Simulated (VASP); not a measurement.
Given:

```
BaTe
1.0
    0.00000     3.54406     3.54406
    3.54406     0.00000     3.54406
    3.54406     3.54406     0.00000
Ba Te
1 1
Cartesian
  0.00000   0.00000   0.00000
  3.54406   3.54406   3.54406
```

The numbers are results of PBE GGA, VASP's PBE PAW potentials (set 64) (plane waves; VASP), not measurements. Numerical set-up: 480 eV cut-off, 6×6×6 Γ-centred mesh, Gaussian smearing of 0.050 eV, potentials Ba_sv Te.

Unless said otherwise, spin-orbit coupling is left out, though it shifts the bands of the heavy elements here.

Question: Predict the energy per atom (σ→0), band gap (on the k-mesh) with the smallest direct gap where there is one.

Answer: 
```
Quantity                                     Result
-----------------------------------  --------------
band gap (on the k-mesh)                    1.60 eV
smallest direct gap (on the k-mesh)         1.98 eV
energy per atom (σ→0)                -4.314 eV/atom
```

The absolute energy has meaning only against runs of the same code, potentials and settings.

The compound is BaTe in the rock salt structure. It was relaxed first.
